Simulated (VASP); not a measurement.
Band gaps of GaP (space group P6_3mc) from VASP (PAW), without and with spin-orbit coupling. Semilocal levels are at their own relaxed cell, hybrids and mBJ at PBE's; 0.00 means no gap at that level.

The cell of the LDA run:

```cif
data_Ga2P2
_chemical_formula_sum 'Ga2 P2'
_space_group_name_H-M_alt 'P 1'
_space_group_IT_number 1
_cell_length_a 3.79921
_cell_length_b 3.79921
_cell_length_c 6.25956
_cell_angle_alpha 90.000
_cell_angle_beta 90.000
_cell_angle_gamma 120.000
loop_
_space_group_symop_operation_xyz
  'x, y, z'
loop_
_atom_site_label
_atom_site_type_symbol
_atom_site_fract_x
_atom_site_fract_y
_atom_site_fract_z
_atom_site_occupancy
Ga1 Ga 0.66667 0.33333 0.50004 1
Ga2 Ga 0.33333 0.66667 0.00004 1
P1 P 0.66667 0.33333 0.87396 1
P2 P 0.33333 0.66667 0.37396 1
```

```json
[
 {"level": "LDA", "gap without SOC (eV)": "1.29", "gap with SOC (eV)": "…", "shift (eV)": "…"}
]
```

Q: What belongs in the gaps?

A: 
- LDA, gap with SOC (eV): 1.26
- LDA, shift (eV): -0.03

Only levels that ran to the end are used. Left out are those held back, those with too coarse a band path, GW runs whose mesh misses a band edge, hybrids' fits of cells that aren't cubic and levels without matching references; a question may draw on a part of the rest.

The structure comes from a computed database's GaP entry (P6_3mc); how it stands against other phases isn't given here. It was relaxed first. Symmetry was kept, so distortions that lower it aren't found.
